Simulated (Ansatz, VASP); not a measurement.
# One calculation of BeZnSe2, two programs

```
Be Zn Se
1.0
     3.98171    0.00000    0.00000
    -1.99085    3.44826    0.00000
     0.00000    0.00000    6.13445
Be Zn Se
1 1 2
Direct
  0.33333 0.66667 0.00000
  0.66667 0.33333 0.50000
  0.66667 0.33333 0.00000
  0.00000 0.00000 0.00000
```

Alike in both runs: task single point; functional PBE; k mesh 6 × 6 × 4; occupations gaussian, width 0.1 eV; no spin polarisation.

|  | VASP | Ansatz |
| --- | --- | --- |
| version | VASP 6.6.1 | Ansatz 0.2.0 |
| potentials or method | VASP PAW PBE potentials, release 64 (Be, Zn, Se) | scalar-relativistic, plane waves, PAW |
| plane-wave cutoff (eV) | 520 | 420 |
| valence electrons in the cell | 26 | 46 |

```tsv
	VASP	Ansatz	Ansatz less VASP
gap on the k mesh at the Fermi level (eV)	none	none	-
pressure (GPa)	26.3	26.0	-0.30
largest component of the traceless stress (GPa)	25.03	24.77	-0.255
```

A gap of «none» marks a metal or a gap that the smearing closes. The two sets of potentials don't hold the same shells in valence.

Caveats: so large a pressure means that the cell lies far from this level's equilibrium, or that cutoff or potentials fall short (VASP).
